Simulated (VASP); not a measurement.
Here is the system:

```
CELL_PARAMETERS angstrom
      0.00000     2.99506     2.99506
      2.99506     0.00000     2.99506
      2.99506     2.99506     0.00000
ATOMIC_POSITIONS crystal
  Pb 0.00000 0.00000 0.00000
  F  0.25000 0.25000 0.25000
  F  0.75000 0.75000 0.75000
```

Method: PBE GGA with D4 dispersion, VASP's PBE PAW potentials (set 64) (plane waves; VASP 6.6.1). Run with 520 eV cut-off, Gaussian smearing of 0.050 eV, potentials Pb_d F.

Unless said otherwise, spin-orbit coupling is left out, though it shifts the bands of the heavy elements here.

Q: What does the run give for the band gap (along the path) with the smallest direct gap where there is one?

A: 
* **band gap (along the path)**: 4.42 eV
* **smallest direct gap (along the path)**: 4.56 eV

The compound is PbF2 in the fluorite structure, the β form. It was relaxed first.
